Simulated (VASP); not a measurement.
Input of a VASP 6.6.1 run:

Contents of run.py:

```python
from ase.calculators.vasp import Vasp
from ase.dft.bandgap import bandgap
from ase.io import read

atoms = read('LaPb2.xyz')
calc = Vasp(
    directory='calc',
    xc='pbesol',
    pp='PBE',
    setups='recommended',
    pp_version='54',
    prec='Accurate',
    encut=520,
    ediff=1e-07,
    ismear=0,
    sigma=0.05,
    lreal=False,
    lasph=True,
    nelm=80,
    algo='Normal',
    isif=2,
    lwave=False,
    lcharg=False,
    kpts=[9, 9, 9],
    gamma=True,
    nbands=26,
)
atoms.calc = calc

print('energy (eV):', atoms.get_potential_energy())
print('free energy (eV):', atoms.get_potential_energy(force_consistent=True))
print('forces (eV/A):')
print(atoms.get_forces())
print('stress (eV/A^3, Voigt):', atoms.get_stress())
print('Fermi level (eV):', calc.get_fermi_level())
gap, top, bottom = bandgap(calc)
print('band gap (eV):', gap, 'from (spin, k, band)', top, 'to', bottom)
```

The input LaPb2.xyz:

```xyz
3
Lattice="-2.0663430000 2.0663430000 5.6384500000 2.0663430000 -2.0663430000 5.6384500000 2.0663430000 2.0663430000 -5.6384500000" Properties=species:S:1:pos:R:3 pbc="T T T"
Pb     0.0000000000      0.0000000000      7.7404021370
Pb     0.0000000000      0.0000000000      3.5364978630
La     0.0000000000      0.0000000000      0.0000000000
```

Potentials or basis: VASP PAW PBE potentials, release 54 (Pb_d, La).

The run is started by

```sh
$ python run.py
```

**Question.** What does it give for the band gap on the k mesh?

**Answer.** None (metal or under the smearing width).

**Question.** Predict the largest force.

**Answer.** 0.011 eV/Å.

**Question.** Estimate the pressure.

**Answer.** -2.7 GPa.

Forces on the atoms (eV/Å):
```
Pb   0.000  0.000  0.011
Pb   0.000  0.000 -0.011
La   0.000  0.000  0.000
```

Caveat: the PAW data sets were made with another functional, which shifts forces and pressure a little. The run has no spin-orbit coupling, so splittings on La, Pb are missing.
